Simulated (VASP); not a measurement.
Set up this calculation in VASP 6.6.1, as the native input.

| Item | Value |
| --- | --- |
| Task | single point |
| Functional | PBE |
| Potentials or basis | VASP PAW PBE potentials, release 64 (In_d, P) |
| Cutoff | 520 eV |
| k mesh | 8 × 8 × 8 |
| Occupations | fermi-dirac, width 0.02 eV |
| Spin | no spin polarisation |
| Dipole correction | no |
| Further INCAR settings | ALGO = Fast; EDIFF = 1e-06; NBANDS = 16 |

The structure of InP lies in POSCAR:

```
InP
1.0
    0.0000000000      2.9305000000      2.9305000000
    2.9305000000      0.0000000000      2.9305000000
    2.9305000000      2.9305000000      0.0000000000
In P
1 1
Direct
    0.0000000000      0.0000000000      0.0000000000
    0.2500000000      0.2500000000      0.2500000000
```

The input as run:

INCAR

```
PREC = Accurate
ENCUT = 520
EDIFF = 1E-6
ISMEAR = -1
SIGMA = 0.02
LREAL = False
LASPH = True
NELM = 60
ALGO = Fast
ISIF = 2
LWAVE = False
LCHARG = False
GGA = PE
NBANDS = 16
```

KPOINTS

```
Automatic mesh
0
Gamma
  8 8 8
```

Potentials or basis: VASP PAW PBE potentials, release 64 (In_d, P).

Run with:

```console
$ cat potpaw_PBE.64/In_d/POTCAR potpaw_PBE.64/P/POTCAR > POTCAR
$ mpirun -np 1 vasp_std > vasp.out
```

It gave:

* Pressure: 3.2 GPa
* Band gap on the k mesh: 0.71 eV, direct

Caveat: spin-orbit coupling is left out, which moves the levels of the heavy elements.

Run time: 30 s on 1 thread of Intel(R) Xeon(R) Platinum 8375C CPU @ 2.90GHz (Ice Lake) (shared host), peak memory 0.18 GiB.
